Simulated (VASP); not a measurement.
Level of theory: PBE GGA, VASP's PBE PAW potentials (set 64) (plane waves; VASP).

A VASP calculation is set up with these files.

### KPOINTS
```
Regular mesh
0
Monkhorst
4 4 3
```

**INCAR**
```
SYSTEM = NiSb
PREC = Accurate
ENCUT = 400
EDIFF = 1E-6
NELM = 100
ALGO = Normal
LREAL = .FALSE.
LASPH = .TRUE.
ISMEAR = 1
SIGMA = 0.1
GGA = PE
LMAXMIX = 4
LWAVE = .FALSE.
LCHARG = .FALSE.
ISIF = 2
```

### POSCAR
```
NiSb
3.9515750
  0.4965427709  -0.8680121217   0.0000000000
  0.4965427709   0.8680121217   0.0000000000
  0.0000000000   0.0000000000   1.2877637398
Ni Sb
2 2
direct
  0.0000000000   0.0000000000   0.5000000000
  0.0000000000   0.0000000000   0.0000000000
  0.3333330000   0.6666670000   0.2500000000
  0.6897540000   0.3564200000   0.7500000000
```

POTCAR, in this order: Ni Sb (PBE.64 set). Program: vasp_std.

Task: What will the output report for the number of irreducible k-points (NKPTS), number of bands (NBANDS), largest plane-wave count, number of space-group operations, FFT grid (NGX, NGY, NGZ)?

Result: 
| Property | Result |
|---|---|
| number of irreducible k-points (NKPTS) | 16 |
| number of bands (NBANDS) | 19 |
| largest plane-wave count | 1259 |
| number of space-group operations | 2 |
| FFT grid (NGX, NGY, NGZ) | 28 × 28 × 36 |

The compound is NiSb in the NiAs type structure. The cell was not relaxed at this level, atoms are displaced from their ideal sites. The k-mesh is coarse (spacing up to 0.46 per Å, 2π included), so the numbers may not be converged in it. The run is one of a series of settings (KPOINTS 4×4×3 Monkhorst-Pack mesh against the base run), some of them coarse on purpose. The run is not spin-polarised, so no magnetic state was tried.
